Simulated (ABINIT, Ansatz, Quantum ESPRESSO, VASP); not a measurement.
## NiAl (Pm-3m, 2 atoms in the cell) computed with different codes at matched settings

Self-consistent single point.

```
NiAl
1.0
    2.89000     0.00000     0.00000
    0.00000     2.89000     0.00000
    0.00000     0.00000     2.89000
Al Ni
1 1
Direct
  0.50000   0.50000   0.50000
  0.00000   0.00000   0.00000
```

All programs got the same cell, k-point mesh and kind of occupations (in Ansatz's words: kpoints.mp_grid.grid = 9 9 9; scf.occupations.method = gaussian; scf.occupations.width = 0.136 eV); potentials, basis and cutoffs are each program's usual ones.

```tsv
code	model	pressure (GPa)	cutoff
VASP	PBE, VASP's PBE PAW potentials (set 64)	0.38	300 eV
Ansatz	PBE, default PAW files	0.35	default
ABINIT	PBE, norm-conserving pseudopotentials (PseudoDojo nc-sr-05 PBE standard)	0.26	1333 eV
Quantum ESPRESSO	PBE, SSSP 1.1.2 efficiency (PBE) pseudopotentials	0.58	50 Ry
```

The spread over the programs that give each value: pressure within 0.32 GPa.

The starting cell has typed, rounded lattice constants, without a prior relaxation at this level. On Ansatz's run: Spin polarisation is off.

**Question.** Why do the programs differ, and what cannot be compared?

**Answer.** Differences of this kind can come from the potentials, where these differ, and from what each basis and cutoff leave unconverged. The valence holds different numbers of electrons (VASP 13, Ansatz (a quantum-chemistry and plane-wave program) 21, ABINIT 21, Quantum ESPRESSO 21). The zero of total energies and Fermi levels follows the potentials and each program's conventions, so they are not compared here. Ansatz's pressure is given at a fixed set of plane waves, as the other plane-wave codes print theirs; with its correction for the finite basis it is 0.41 GPa.

VASP's run is marked for a possible Pulay error in its stress at this cutoff; no cutoff test was made.

Left out of this page: GPAW, CP2K, Elk, FLEUR and SIESTA (not drawn, or without a comparable value).

Keys are those of Ansatz 0.2.
